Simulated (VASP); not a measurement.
Energy against volume of NaF (rock salt). Method: HSE06 screened hybrid, VASP's PBE PAW potentials (set 64) (plane waves; VASP). Settings: 520 eV cut-off, 8×8×8 Γ-centred mesh, Gaussian smearing of 0.050 eV, potentials Na_pv F.

| V (Å³/atom) | E (eV/atom) |
|---|---|
| 11.750 | -5.15614 |
| 12.138 | -5.16275 |
| 12.525 | -5.16495 |
| 12.913 | -5.16376 |

Task: Fit these four points and predict the energy of the run at 13.300 Å³/atom.

Result: A cubic in V^(−2/3), the third-order Birch-Murnaghan form, passes through the four points with V0 = 12.57 Å³/atom and B0 = 44 GPa, and gives -5.1600 eV/atom there. The run gave -5.1591 eV/atom, +0.9 meV/atom from the fit; all five points give B0 = 49 GPa.

The compound is NaF in the rock salt structure. It was relaxed first. The cell's shape comes from a PBE relaxation.
